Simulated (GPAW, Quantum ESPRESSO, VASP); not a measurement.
**Code comparison for MoTe2 (P6_3/mmc, 6 atoms in the cell)**

Self-consistent single point, at a second geometry (lattice scaled by 0.98). First geometry:

```yaml
crystal:
  lattice:
    - [3.50111, 0.00000, 0.00000]
    - [-1.75056, 3.03205, 0.00000]
    - [0.00000, 0.00000, 14.38265]
  atoms:
    - { symbol: Te, position: [0.33333, 0.66667, 0.62782] }
    - { symbol: Te, position: [0.66667, 0.33333, 0.37218] }
    - { symbol: Te, position: [0.66667, 0.33333, 0.12782] }
    - { symbol: Te, position: [0.33333, 0.66667, 0.87218] }
    - { symbol: Mo, position: [0.33333, 0.66667, 0.25000] }
    - { symbol: Mo, position: [0.66667, 0.33333, 0.75000] }
```

Shared settings, as Quantum ESPRESSO writes them: occupations = fixed; K_POINTS = automatic 6 6 2 0 0 0. Potentials and cutoffs stand in the table.

```tsv
code	model	ΔF from the first geometry (meV/atom)	pressure (GPa)	largest force (eV/Å)	gap on the mesh (eV)	cutoff
VASP	PBE, VASP's PBE PAW potentials (set 64)	96.2	14.31	2.143	0.999	300 eV
GPAW	PBE, GPAW PAW datasets PBE (gpaw-data 1.0.1)	88.1	13.48	2.003	0.993	550 eV
Quantum ESPRESSO	PBE, PSlibrary PAW (PBE) pseudopotentials	99.7	14.66	2.194	0.998	55 Ry
```

Gaps are read on the mesh.

On VASP's run: spin-orbit coupling is off.

The spread over the programs that give each value: ΔF from the first geometry within 11.6 meV/atom; pressure within 1.18 GPa; largest force within 0.191 eV/Å; gap on the mesh within 0.006 eV.

In the force vectors, GPAW (by 0.140) lies more than 0.08 eV/Å from the median of the plane-wave programs.

VASP's run is marked for a possible Pulay error in its stress at this cutoff; no cutoff test was made.

VASP ran the fixed occupations as a Gaussian smearing of 0.01 eV.

The starting cell comes from a database of computed structures (which also holds hypothetical and non-ambient phases and stackings), without a prior relaxation at this level. Its lattice was rescaled by a random factor within 2.5 % of one. For this run, on top of that: lattice scaled by 0.98.

Left out of this page: Ansatz, CP2K, Elk, FLEUR and SIESTA (not drawn, or without a comparable value).
